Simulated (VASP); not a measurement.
# ZnS (Wurtzite-2H) with LDA: from relaxation to properties, part 2 of 2

What structure does ZnS (Wurtzite-2H) take at this level, and what are its properties? The start is a cell from a database of measured crystal structures.

VASP 6.6.1; LDA; plane waves and PAW (Zn, S).

So far, gap on the k-mesh (eV): step 2 (relaxing cell and atoms (LDA)) 2.22; step 6 (density of states (LDA)) 2.22; step 7 (volume scan with LDA, volume scale 0.94) 2.52; step 8 (volume scan with LDA, volume scale 0.96) 2.42.

The database entry behind the starting cell has ideal inner coordinates that were not refined, so it need not match the best structure at ambient conditions.

## Step 11: Volume scan with LDA, volume scale 1.02

Input file INCAR:

```
SYSTEM = ZnS
PREC = Accurate
ENCUT = 400
EDIFF = 1E-06
NELM = 100
ISMEAR = 0
SIGMA = 0.05
LREAL = .FALSE.
ALGO = Normal
GGA = CA
NBANDS = 24
LORBIT = 11
LWAVE = .FALSE.
LCHARG = .FALSE.
KPAR = 4
ISIF = 2
```

Input file POSCAR:

```
ZnS
1.0
    3.7636566827      0.0000000000      0.0000000000
   -1.8818283414      3.2594222983      0.0000000000
    0.0000000000      0.0000000000      6.1836784499
Zn S
2 2
Direct
    0.3333333333      0.6666666667      0.0005974774
    0.6666666667      0.3333333333      0.5005974774
    0.3333333333      0.6666666667      0.3744025226
    0.6666666667      0.3333333333      0.8744025226
```

Input file KPOINTS:

```
Automatic mesh
0
Gamma
6 6 3
0 0 0
```

PAW data sets: Zn and S (LDA family, release 64).

Started as:

```sh
mpirun -np 4 vasp_std
```

It took 3.4 s on 4 MPI ranks of Intel Xeon 6975P-C (Granite Rapids), shared host; peak memory 0.56 GiB; 11 s of CPU time.

The pressure falls from -0.01 to -1.66 GPa.

The run ends at a pressure of -1.66 GPa, with forces up to 0.0055 eV/Å.

## Step 12: Volume scan with LDA, volume scale 1.04

INCAR is that of step 11.

Input file POSCAR:

```
ZnS
1.0
    3.7880966966      0.0000000000      0.0000000000
   -1.8940483483      3.2805879712      0.0000000000
    0.0000000000      0.0000000000      6.2238333312
Zn S
2 2
Direct
    0.3333333333      0.6666666667      0.0005974774
    0.6666666667      0.3333333333      0.5005974774
    0.3333333333      0.6666666667      0.3744025226
    0.6666666667      0.3333333333      0.8744025226
```

KPOINTS is that of step 11.

Started as:

```sh
mpirun -np 4 vasp_std
```

Wall time 3.6 s (4 MPI ranks); peak memory 0.58 GiB.

The pressure falls from -1.66 to -3.14 GPa.

The run ends at a pressure of -3.14 GPa, with forces up to 0.0095 eV/Å.

## Step 13: Volume scan with LDA, volume scale 1.06

A prediction first. A parabola through the 6 pressures of evenly scaled cells so far, P = -0.02 -87.7 t +211 t² GPa with t = ln(V/V₁) and V₁ the volume at scale 1, gives -4.41 GPa at t = +0.0583.

INCAR is that of step 12.

Input file POSCAR:

```
ZnS
1.0
    3.8122253516      0.0000000000      0.0000000000
   -1.9061126758      3.3014839994      0.0000000000
    0.0000000000      0.0000000000      6.2634766505
Zn S
2 2
Direct
    0.3333333333      0.6666666667      0.0005974774
    0.6666666667      0.3333333333      0.5005974774
    0.3333333333      0.6666666667      0.3744025226
    0.6666666667      0.3333333333      0.8744025226
```

KPOINTS is that of step 12.

Started as:

```sh
mpirun -np 4 vasp_std
```

It took 4.2 s on 4 MPI ranks; peak memory 0.59 GiB.

The pressure falls from -3.14 to -4.46 GPa. The parabola predicted -4.41 GPa, +0.05 GPa off.

## Step 14: Side by side

Times are for 4 MPI ranks of Intel Xeon 6975P-C (Granite Rapids), shared host. The runs compared:

```tsv
no.	volume scale	energy above the lowest point (meV/atom)	pressure (GPa)	gap on the k-mesh (eV)	time	memory (GiB)
1	0.94	22.23	6.226	2.519	2.4 s	0.54
2	0.96	10	3.901	2.417	2.4 s	0.53
3	0.98	2.76	1.835	2.318	2.6 s	0.53
4	1	0	-0.01245	2.222	2.6 s	0.52
5	1.02	1.34	-1.658	2.129	3.4 s	0.56
6	1.04	6.32	-3.142	2.038	3.6 s	0.58
7	1.06	14.47	-4.463	1.951	4.2 s	0.59
```

## Step 15: Fit for LDA

This step: Birch-Murnaghan fit, LDA; plane waves and PAW (VASP 6.6.1).

No new run; the numbers come from the runs before.

This step gave:

* pressure derivative of the bulk modulus: 4.437
* r.m.s. error of the fit: 1.75e-5 eV/atom
* minimum inside the sampled range: yes
* bulk modulus: 85.76 GPa
* equilibrium volume of the fit: 18.65 Å³/atom

Table of energy above the fitted minimum by volume:

```tsv
volume (Å³/atom)	energy above the fitted minimum (eV/atom)
17.477	0.0222
17.849	0.0100
18.221	0.00278
18.593	2.2e-5
18.964	0.00136
19.336	0.00634
19.708	0.0145
```

The fitted volume lies +0.32 % from the relaxed one. At a finite cutoff and mesh the minimum of the energy and the zero of the stress don't quite coincide, and the relaxation stops at a threshold.

## Step 16: Field gradients at the nuclei (LDA)

This step: LDA; plane waves and PAW (Zn, S) (VASP 6.6.1).

Field gradients probe how far the charge around each nucleus departs from cubic symmetry; LASPH keeps the non-spherical terms inside the spheres.

Changes to INCAR since step 13:

```diff
@@ -3,3 +3,3 @@
 ENCUT = 400
-EDIFF = 1E-06
+EDIFF = 1E-07
 NELM = 100
@@ -15,2 +15,3 @@
 KPAR = 4
-ISIF = 2
+LEFG = .TRUE.
+LASPH = .TRUE.
```

Input file POSCAR:

```
ZnS
1.0
    3.7388950666      0.0000000000      0.0000000000
   -1.8694475333      3.2379781097      0.0000000000
    0.0000000000      0.0000000000      6.1429951770
Zn S
2 2
Direct
    0.3333333333      0.6666666667      0.0005974774
    0.6666666667      0.3333333333      0.5005974774
    0.3333333333      0.6666666667      0.3744025226
    0.6666666667      0.3333333333      0.8744025226
```

KPOINTS is that of step 13.

Started as:

```sh
mpirun -np 4 vasp_std
```

Wall time 3 s (4 MPI ranks); peak memory 0.54 GiB.

This step gave:

| Item | Value |
| --- | --- |
| SCF cycles | 14 |
| free energy (TOTEN) | -16.39 eV |
| Fermi energy | 2.813 eV |
| pressure | -0.01412 GPa |
| gap on the k-mesh | 2.222 eV |
| least direct gap on the k-mesh | 2.222 eV |

Electric field gradients, by row:

```tsv
atom	Vxx (V/Å²)	Vyy (V/Å²)	Vzz (V/Å²)	asymmetry
Zn1	0.011	0.003	-0.015	-
Zn2	0.011	0.003	-0.015	-
S3	-1.898	-1.896	3.795	0
S4	-1.898	-1.896	3.795	0
```

The largest gradient, 3.79 V/Å², sits on S3 and like sites; times the quadrupole moment of a nucleus that has one, it gives the coupling that NMR and NQR see.

## Step 17: Outcome

| Property | Result |
| --- | --- |
| relaxed volume | 18.59 Å³/atom |
| relaxed conventional cell a, b, c | 3.739, 3.739, 6.143 Å; angles 90.0, 90.0, 120.0° |
| space group after relaxing, within 0.02 Å | P6_3mc (No. 186) |
| band gap | 2.22 eV, direct |
| gap among the points of the DOS mesh alone, an upper bound | 2.22 eV |
| bulk modulus from the fit | 85.8 GPa |
| volume from the fit | 18.7 Å³/atom |
| largest field gradient Vzz | 3.79 V/Å² on S3 |

In words: With LDA, ZnS (Wurtzite-2H) relaxes to 18.59 Å³/atom in space group P6_3mc (held by the symmetry of the run), has a direct gap of 2.22 eV and has a bulk modulus of 85.8 GPa. Against the listed cell the volume lies -5.9 % (a -2.1 %, c -1.9 %). Bands along the symmetry lines (LDA): The path shows a direct gap of 2.22 eV (valence top at Γ, conduction bottom at Γ). Semilocal functionals usually underestimate gaps. No search among competing phases was made, and a listed structure need not be the one stable at ambient conditions. All values are for a static lattice at zero temperature.

[Lines on the potential files, build, host, timing and source positions are cut from VASP's logs without a mark.]

[Logs are printed without paths, hosts, clocks, repeated set-up lines and the standing remarks that a program may print on its own settings, such as how far it seeks lower states.]

[Hosts, paths, dates, database ids (printed as entryN), source tags and the programs' standing remarks are cut or masked in the printed files.]

[A measured line is paired with the nearest computed mode of its activity, which favours agreement.]
